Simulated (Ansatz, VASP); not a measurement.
**Cs19Rb26Br45: VASP beside Ansatz**

Wanted: the spread between two codes on one cell, functional and k mesh. The structure shown is the start of the Ansatz relaxation below; VASP solves that cell, so the two are compared at the walk's first step.

Main program and level: Ansatz 0.2.0; plane waves, with VASP 6.6.1 beside it; single point at PBE.

### 1. Set-up

The cell holds 90 atoms: 19 Cs, 26 Rb and 45 Br. Cell: a = 17.178 Å, b = 17.178 Å, c = 17.178 Å, α = 90.0°, β = 90.0°, γ = 90.0°.

### 2. Ansatz: relaxation, PBE

Ansatz runs on its default PAW (the set named soft_2) files.

The two programs are compared at the cell with which this relaxation starts, whose forces are those of its first step.

The input, input.yaml:

```yaml
crystal:
  lattice:
    - [17.1782, 0.0, 0.0]
    - [0.0, 17.1782, 0.0]
    - [0.0, 0.0, 17.1782]
  atoms:
    - { symbol: Cs, position: [0.83169, 0.11675, 0.06272] }
    - { symbol: Cs, position: [0.24258, 0.22084, 0.08481] }
    - { symbol: Cs, position: [0.73978, 0.3468, 0.4119] }
    - { symbol: Cs, position: [0.65685, 0.96132, 0.90426] }
    - { symbol: Cs, position: [0.17543, 0.77194, 0.19486] }
    - { symbol: Cs, position: [0.26759, 0.83846, 0.41044] }
    - { symbol: Cs, position: [0.49518, 0.15939, 0.98132] }
    - { symbol: Cs, position: [0.1813, 0.95974, 0.708] }
    - { symbol: Cs, position: [0.74872, 0.21324, 0.69824] }
    - { symbol: Cs, position: [0.96542, 0.00713, 0.90314] }
    - { symbol: Cs, position: [0.05427, 0.01402, 0.36265] }
    - { symbol: Cs, position: [0.88404, 0.74652, 0.39125] }
    - { symbol: Cs, position: [0.64528, 0.33422, 0.13042] }
    - { symbol: Cs, position: [0.27922, 0.09178, 0.383] }
    - { symbol: Cs, position: [0.46796, 0.45722, 0.2865] }
    - { symbol: Cs, position: [0.02242, 0.62728, 0.90847] }
    - { symbol: Cs, position: [0.80718, 0.00151, 0.60759] }
    - { symbol: Cs, position: [0.69773, 0.98056, 0.24978] }
    - { symbol: Cs, position: [0.78619, 0.76736, 0.86836] }
    - { symbol: Rb, position: [0.00354, 0.2702, 0.94808] }
    - { symbol: Rb, position: [0.40236, 0.84727, 0.1626] }
    - { symbol: Rb, position: [0.51476, 0.80243, 0.65681] }
    - { symbol: Rb, position: [0.46578, 0.62417, 0.51462] }
    - { symbol: Rb, position: [0.38747, 0.75243, 0.85955] }
    - { symbol: Rb, position: [0.19788, 0.3463, 0.39207] }
    - { symbol: Rb, position: [0.26534, 0.39738, 0.82981] }
    - { symbol: Rb, position: [0.66777, 0.62613, 0.07586] }
    - { symbol: Rb, position: [0.19714, 0.99272, 0.98858] }
    - { symbol: Rb, position: [0.86528, 0.47956, 0.11625] }
    - { symbol: Rb, position: [0.20378, 0.56721, 0.11748] }
    - { symbol: Rb, position: [0.04217, 0.48574, 0.67486] }
    - { symbol: Rb, position: [0.98019, 0.80802, 0.6245] }
    - { symbol: Rb, position: [0.76146, 0.36066, 0.87438] }
    - { symbol: Rb, position: [0.59221, 0.66947, 0.32636] }
    - { symbol: Rb, position: [0.04113, 0.56568, 0.28984] }
    - { symbol: Rb, position: [0.96291, 0.26635, 0.2868] }
    - { symbol: Rb, position: [0.1617, 0.21618, 0.65787] }
    - { symbol: Rb, position: [0.49116, 0.1421, 0.28257] }
    - { symbol: Rb, position: [0.7634, 0.56899, 0.57857] }
    - { symbol: Rb, position: [0.4941, 0.45136, 0.88627] }
    - { symbol: Rb, position: [0.95184, 0.25564, 0.5394] }
    - { symbol: Rb, position: [0.50174, 0.36088, 0.54636] }
    - { symbol: Rb, position: [0.29815, 0.51203, 0.60544] }
    - { symbol: Rb, position: [0.95671, 0.86817, 0.15909] }
    - { symbol: Rb, position: [0.41666, 0.13373, 0.67237] }
    - { symbol: Br, position: [0.98127, 0.82577, 0.8192] }
    - { symbol: Br, position: [0.34077, 0.02398, 0.0984] }
    - { symbol: Br, position: [0.15188, 0.37765, 0.57643] }
    - { symbol: Br, position: [0.84963, 0.61289, 0.99484] }
    - { symbol: Br, position: [0.17262, 0.77138, 0.00598] }
    - { symbol: Br, position: [0.61811, 0.74939, 0.5135] }
    - { symbol: Br, position: [0.26149, 0.57128, 0.77967] }
    - { symbol: Br, position: [0.94756, 0.30913, 0.74357] }
    - { symbol: Br, position: [0.1796, 0.00945, 0.52313] }
    - { symbol: Br, position: [0.98194, 0.61341, 0.56203] }
    - { symbol: Br, position: [0.64889, 0.4548, 0.99621] }
    - { symbol: Br, position: [0.3289, 0.18186, 0.8827] }
    - { symbol: Br, position: [0.43631, 0.64438, 0.22382] }
    - { symbol: Br, position: [0.78048, 0.1879, 0.52007] }
    - { symbol: Br, position: [0.57356, 0.28372, 0.8476] }
    - { symbol: Br, position: [0.04358, 0.18081, 0.41313] }
    - { symbol: Br, position: [0.32637, 0.22421, 0.2679] }
    - { symbol: Br, position: [0.99635, 0.67954, 0.16601] }
    - { symbol: Br, position: [0.78218, 0.92362, 0.01609] }
    - { symbol: Br, position: [0.62298, 0.51588, 0.45172] }
    - { symbol: Br, position: [0.72092, 0.47591, 0.22263] }
    - { symbol: Br, position: [0.63033, 0.11052, 0.12534] }
    - { symbol: Br, position: [0.32652, 0.80459, 0.59561] }
    - { symbol: Br, position: [0.0891, 0.09401, 0.78671] }
    - { symbol: Br, position: [0.92106, 0.90037, 0.48012] }
    - { symbol: Br, position: [0.69682, 0.39923, 0.63228] }
    - { symbol: Br, position: [0.43487, 0.94476, 0.34326] }
    - { symbol: Br, position: [0.97171, 0.42619, 0.4215] }
    - { symbol: Br, position: [0.72759, 0.86841, 0.71918] }
    - { symbol: Br, position: [0.85571, 0.29607, 0.06026] }
    - { symbol: Br, position: [0.56048, 0.3063, 0.32585] }
    - { symbol: Br, position: [0.37658, 0.98009, 0.77879] }
    - { symbol: Br, position: [0.50233, 0.63793, 0.77189] }
    - { symbol: Br, position: [0.11142, 0.38465, 0.22535] }
    - { symbol: Br, position: [0.5427, 0.78361, 0.99296] }
    - { symbol: Br, position: [0.36036, 0.32008, 0.64202] }
    - { symbol: Br, position: [0.19767, 0.66255, 0.36026] }
    - { symbol: Br, position: [0.0666, 0.44388, 0.85397] }
    - { symbol: Br, position: [0.82033, 0.12938, 0.85781] }
    - { symbol: Br, position: [0.38967, 0.46025, 0.44431] }
    - { symbol: Br, position: [0.03659, 0.10313, 0.04603] }
    - { symbol: Br, position: [0.75255, 0.7936, 0.27626] }
    - { symbol: Br, position: [0.90245, 0.04156, 0.22855] }
    - { symbol: Br, position: [0.18005, 0.95507, 0.24885] }
    - { symbol: Br, position: [0.3073, 0.44027, 0.00517] }
kpoints:
  mp_grid: { grid: [1, 1, 1] }
hamiltonian:
  xc: pbe
scf:
  occupations: { method: fixed }
output:
  forces: true
relax:
  f_tol: 0.03
  max_steps: 198
  cell: {}
```

On the command line:

```console
$ ansatz run input.yaml --threads 8 --pin off --max-ram 15872MiB --backend cpu --events-out ev --progress --plain --runs-dir out
```

Numbers of over 12 decimals in the logs are rounded to 6 here.

Log:

```text
Engine: ansatz 0.2.0, x86_64-unknown-linux-gnu
Pseudopotentials: kind: paw
Pseudopotential: Cs, paw, valence charge 9, recommended cutoff 420 eV (normal), Cs.paw.azcp
Pseudopotential: Rb, paw, valence charge 9, recommended cutoff 420 eV (normal), Rb.paw.azcp
Pseudopotential: Br, paw, valence charge 7, recommended cutoff 420 eV (normal), Br.paw.azcp
Functional definition: PBE
  parameter kappa = 0.804
  parameter beta = 0.066725
  exchange = pbe_x(kappa = kappa, mu = beta*pi^2/3)
  correlation = pbe_c(beta = beta)
Crystal: 90 atoms, lattice volume = 5069.125 Å³
Basis set: ecut = 420 eV, 98985 PW (Γ), exchange–correlation on 240×240×240 points (8 copies of the dense FFT grid, shifted against one another)
Bands: 450, of which v1, the nominal top of the filled ones, is band 360 counted from 1 (359 counted from 0)
Symmetry: 1 space group operations
Space group: P1 (ITA 1), of the structure as read, at distance tolerance 1.7e-4 Å
k-points: 1
Non-local potential: Cs, projectors of the file, l = 0: 3, l = 1: 2, l = 2: 2, l = 3: 2
Non-local potential: Rb, projectors of the file, l = 0: 3, l = 1: 2, l = 2: 2
Non-local potential: Br, projectors of the file, l = 0: 2, l = 1: 2, l = 2: 2
PAW form: soft (Blöchl's): semilocal exchange-correlation on the pseudo side does not see the compensation charge
PAW one-centre angular grid: Cs, 194 points (default); XC on 64 Gauss nodes
PAW one-centre angular grid: Rb, 110 points (default); XC on 64 Gauss nodes
PAW one-centre angular grid: Br, 110 points (default); XC on 64 Gauss nodes
Initial density: superposition of atomic densities (neutral atoms: chi_scale 0, normalization atom), corrected by the library's trained network
Initial wavefunctions: pseudopotential atomic-orbital guess
Functional: x = pbe(κ = 0.804, μ = 0.219515), c = pbe(β = 0.066725)
SCF iter   1: F=—  HF=-318076.750232 eV  |F-HF|=—  |Δ(HF+E_count)|=         —  Δρ=8.14e-4  dr2=1.24e-1  ethr=1.77e-3  ⟨swp⟩=7.0  Hψ=1602  notcnv=0  defer=88
preconditioner: auto → Resta (q_TF=auto, 1.971 Å⁻¹)  ε∞=2.3  [insulator: Δε(μ)=2.451 eV  Ē_g=11.339 eV  n_scr=690 (ndim 8)  ℏωp=13.1 eV  f_vac=0.247  ε∞_Penn≈2.3]
SCF iter   2: F=—  HF=-318076.717858 eV  |F-HF|=—  |Δ(HF+E_count)|=   3.24e-2  Δρ=3.65e-4  dr2=2.45e-2  ethr=1.73e-5  ⟨swp⟩=4.0  Hψ=801  notcnv=0  defer=88
SCF iter   3: F=—  HF=-318076.717093 eV  |F-HF|=—  |Δ(HF+E_count)|=   7.65e-4  Δρ=1.34e-4  dr2=2.77e-3  ethr=3.40e-6  ⟨swp⟩=4.0  Hψ=641  notcnv=0  defer=88
SCF iter   4: F=—  HF=-318076.717447 eV  |F-HF|=—  |Δ(HF+E_count)|=   3.54e-4  Δρ=4.31e-5  dr2=2.09e-4  ethr=3.84e-7  ⟨swp⟩=2.0  Hψ=704  notcnv=0  defer=88
SCF iter   5: F=—  HF=-318076.717468 eV  |F-HF|=—  |Δ(HF+E_count)|=   2.02e-5  Δρ=1.18e-5  dr2=1.44e-5  ethr=2.91e-8  ⟨swp⟩=2.0  Hψ=685  notcnv=0  defer=88
SCF iter   6: F=—  HF=-318076.717886 eV  |F-HF|=—  |Δ(HF+E_count)|=   4.18e-4  Δρ=2.97e-6  dr2=1.02e-6  ethr=2.01e-9  ⟨swp⟩=2.0  Hψ=762  notcnv=0  defer=88
SCF iter   7: F=—  HF=-318076.717886 eV  |F-HF|=—  |Δ(HF+E_count)|=   3.60e-7  Δρ=8.98e-7  dr2=1.00e-7  ethr=1.39e-11  ⟨swp⟩=5.0  Hψ=1849  notcnv=0
SCF iter   8: F=-318076.717886 eV  HF=-318076.717886 eV  |F-HF|=3.32e-9  |Δ(HF+E_count)|=   2.01e-8  Δρ=2.57e-7  dr2=8.46e-9  ethr=1.39e-11  ⟨swp⟩=4.0  Hψ=1283  notcnv=0
SCF 1 converged in 8 iterations: F = -318076.717886 eV  dr2 = 8.46e-9
  greatest PAW one-centre occupation: 0.973 electrons in one spin orbital (limit 2), on the Rb atom at site 40 (counted from 0), in its partial waves of l = 0
relax step   1: F+E_penalty+E_count = -318076.71788596 eV  Δ(F+E_penalty+E_count) = +0.000e0 eV  max|allowed force component| = 1.166e0 eV/Å  Δτ_max = 0.0000 Å  P = +0.649 GPa  Ω = 5069.125 Å³  (8 SCF iters, dr2 threshold 1.00e-7 eV, accepted)
Crystal: 90 atoms, lattice volume = 5142.662 Å³
Basis set: ecut = 420 eV, 100477 PW (Γ), exchange–correlation on 240×240×240 points (8 copies of the dense FFT grid, shifted against one another)
Initial density: handed on by an earlier stage of this run
Initial wavefunctions: those handed on with the density
iter 1 solved again at ethr=1.08e-4 eV; its pass at ethr=3.10e-3 eV (dr2=7.78e-1 eV) is discarded
SCF iter   1: F=—  HF=-318080.829533 eV  |F-HF|=—  |Δ(HF+E_count)|=         —  Δρ=2.91e-3  dr2=7.66e-1  ethr=1.08e-4  ⟨swp⟩=2.0  Hψ=1877  notcnv=0  defer=88
preconditioner: auto → Resta (q_TF=auto, 1.966 Å⁻¹)  ε∞=2.4  [insulator: Δε(μ)=2.740 eV  Ē_g=11.180 eV  n_scr=688 (ndim 8)  ℏωp=13.0 eV  f_vac=0.248  ε∞_Penn≈2.4]
SCF iter   2: F=—  HF=-318080.620040 eV  |F-HF|=—  |Δ(HF+E_count)|=   2.09e-1  Δρ=1.18e-3  dr2=9.71e-2  ethr=1.06e-4  ⟨swp⟩=3.0  Hψ=640  notcnv=0  defer=88
SCF iter   3: F=—  HF=-318080.603542 eV  |F-HF|=—  |Δ(HF+E_count)|=   1.65e-2  Δρ=3.05e-4  dr2=5.95e-3  ethr=1.35e-5  ⟨swp⟩=5.0  Hψ=645  notcnv=0  defer=88
[...]
atom  78  Br    -0.00127685     0.00044040     0.00463861
  atom  79  Br    -0.00080426    -0.00363400    -0.00522229
  atom  80  Br     0.01222044    -0.00204107    -0.00309741
  atom  81  Br    -0.00054731     0.00529863     0.01167568
  atom  82  Br     0.00321145     0.00331360     0.00109589
  atom  83  Br    -0.00598457    -0.00278204    -0.00238012
  atom  84  Br     0.01611613    -0.00354923     0.00002151
  atom  85  Br     0.00355937     0.00626148     0.00350314
  atom  86  Br    -0.00072661     0.00710109    -0.00257814
  atom  87  Br     0.00166384    -0.00109045     0.00232793
  atom  88  Br    -0.00501499     0.00461429    -0.01222924
  atom  89  Br     0.00275403     0.00064597    -0.00721311
  atom  90  Br    -0.00586442    -0.00569864     0.00298902
  max |Σ_I F_I| component: 2.10e-6 eV/Å
--- Stress (GPa, compression-positive) ---
       -0.006795       0.005643       0.005675
        0.005643       0.014491       0.006351
        0.005675       0.006351      -0.008674
  P = ⅓ Tr σ = -0.0003 GPa (-0.003 kbar)
--- Relaxed structure (53 steps of the walk, 53 accepted, 1 SCFs on fresh bases) ---
  F+E_penalty+E_count = -318091.90466432 eV   max|allowed force component| = 1.929e-2 eV/Å   (the final SCF, on the basis selected at the relaxed cell)
  cell:  # Å, volume = 4492.0020 Å³
    - [17.868694, 0.528008, -0.182898]
    - [0.528008, 15.855588, -0.143012]
    - [-0.182898, -0.143012, 15.873632]
  atoms:
    - { symbol: Cs, position: [0.891571, 0.091071, 0.054259] }
    - { symbol: Cs, position: [0.237790, 0.277648, 0.084492] }
    - { symbol: Cs, position: [0.727379, 0.355835, 0.481060] }
    - { symbol: Cs, position: [0.641151, 1.022391, 0.947599] }
    - { symbol: Cs, position: [0.192495, 0.748314, 0.260829] }
    - { symbol: Cs, position: [0.388584, 0.837505, 0.449198] }
    - { symbol: Cs, position: [0.481659, 0.258021, 1.044412] }
    - { symbol: Cs, position: [0.236769, 0.925584, 0.647431] }
    - { symbol: Cs, position: [0.683684, 0.160536, 0.669152] }
    - { symbol: Cs, position: [0.903084, 0.014521, 0.734539] }
    - { symbol: Cs, position: [0.012181, -0.00892773, 0.448160] }
    - { symbol: Cs, position: [0.782821, 0.619982, 0.382505] }
    - { symbol: Cs, position: [0.730452, 0.388515, 0.182979] }
    - { symbol: Cs, position: [0.268018, 0.092454, 0.331900] }
    - { symbol: Cs, position: [0.438518, 0.488299, 0.237569] }
    - { symbol: Cs, position: [0.063697, 0.790933, 0.918656] }
    - { symbol: Cs, position: [0.786267, -0.150372, 0.539416] }
    - { symbol: Cs, position: [0.737509, 1.058328, 0.328301] }
    - { symbol: Cs, position: [0.787998, 0.776046, 0.840763] }
    - { symbol: Rb, position: [0.041344, 0.228968, 0.889932] }
    - { symbol: Rb, position: [0.421387, 0.871072, 0.115183] }
    - { symbol: Rb, position: [0.531644, 0.823566, 0.733725] }
    - { symbol: Rb, position: [0.500890, 0.571806, 0.572595] }
    - { symbol: Rb, position: [0.364787, 0.728305, 0.865137] }
    - { symbol: Rb, position: [0.212467, 0.398771, 0.380970] }
    - { symbol: Rb, position: [0.226720, 0.423754, 0.822386] }
    - { symbol: Rb, position: [0.646154, 0.625026, -0.00543167] }
    - { symbol: Rb, position: [0.240842, 1.019447, 0.961455] }
    - { symbol: Rb, position: [0.929731, 0.518891, 0.046254] }
    - { symbol: Rb, position: [0.187095, 0.572008, 0.030464] }
    - { symbol: Rb, position: [-0.050416, 0.476898, 0.757559] }
    - { symbol: Rb, position: [1.021294, 0.655799, 0.571108] }
    - { symbol: Rb, position: [0.747808, 0.336777, 0.890044] }
    - { symbol: Rb, position: [0.578751, 0.734402, 0.323549] }
    - { symbol: Rb, position: [0.00256602, 0.568018, 0.298209] }
    - { symbol: Rb, position: [1.003290, 0.252977, 0.228646] }
    - { symbol: Rb, position: [0.191890, 0.224472, 0.631895] }
    - { symbol: Rb, position: [0.507063, 0.132339, 0.273830] }
    - { symbol: Rb, position: [0.706359, 0.550764, 0.686140] }
    - { symbol: Rb, position: [0.490217, 0.417290, 0.825670] }
    - { symbol: Rb, position: [0.964905, 0.336796, 0.527091] }
    - { symbol: Rb, position: [0.446928, 0.296520, 0.505919] }
    - { symbol: Rb, position: [0.258501, 0.560847, 0.606930] }
    - { symbol: Rb, position: [0.884530, 0.814240, 0.196060] }
    - { symbol: Rb, position: [0.392789, 0.143977, 0.754250] }
    - { symbol: Br, position: [0.948121, 0.793044, 0.716261] }
    - { symbol: Br, position: [0.365895, 0.085157, 0.111838] }
    - { symbol: Br, position: [0.105834, 0.428723, 0.636189] }
    - { symbol: Br, position: [0.800872, 0.553404, 0.874980] }
    - { symbol: Br, position: [0.247742, 0.804647, 0.031864] }
    - { symbol: Br, position: [0.630509, 0.712894, 0.544753] }
    - { symbol: Br, position: [0.198535, 0.639600, 0.812589] }
    - { symbol: Br, position: [0.843428, 0.315773, 0.692271] }
    - { symbol: Br, position: [0.340089, 0.097523, 0.550715] }
    - { symbol: Br, position: [0.866628, 0.543207, 0.572604] }
    - { symbol: Br, position: [0.599207, 0.426703, 1.012913] }
    - { symbol: Br, position: [0.236430, 0.213174, 0.861142] }
    - { symbol: Br, position: [0.396038, 0.708331, 0.255995] }
    - { symbol: Br, position: [0.835624, 0.067954, 0.530952] }
    - { symbol: Br, position: [0.550836, 0.204848, 0.843583] }
    - { symbol: Br, position: [0.109811, 0.220261, 0.423994] }
    - { symbol: Br, position: [0.363171, 0.284458, 0.284147] }
    - { symbol: Br, position: [1.038627, 0.682897, 0.121203] }
    - { symbol: Br, position: [0.886542, 0.879885, -0.00902258] }
    - { symbol: Br, position: [0.616176, 0.506466, 0.347491] }
    - { symbol: Br, position: [0.787768, 0.612064, 0.156981] }
    - { symbol: Br, position: [0.650645, 0.165358, 0.143632] }
    - { symbol: Br, position: [0.370137, 0.732161, 0.640185] }
    - { symbol: Br, position: [0.090383, 0.070706, 0.727326] }
[...]
- { symbol: Br, position: [0.067512, 0.437820, 0.924160] }
    - { symbol: Br, position: [0.789722, 0.132040, 0.869588] }
    - { symbol: Br, position: [0.371860, 0.489861, 0.448245] }
    - { symbol: Br, position: [0.094206, 0.126280, 0.068131] }
    - { symbol: Br, position: [0.732633, 0.837826, 0.320539] }
    - { symbol: Br, position: [0.925202, 0.049138, 0.262558] }
    - { symbol: Br, position: [0.199918, 0.907037, 0.420820] }
    - { symbol: Br, position: [0.348649, 0.444281, 0.000820145] }
```

(Continued in part 2 of 2.)

[Lines on the potential files, build, host, timing and source positions are cut from VASP's logs without a mark.]

[Logs are printed without paths, hosts, clocks, repeated set-up lines and the standing remarks that a program may print on its own settings, such as how far it seeks lower states.]

[Hosts, paths, dates, database ids (printed as entryN), source tags and the programs' standing remarks are cut or masked in the printed files.]
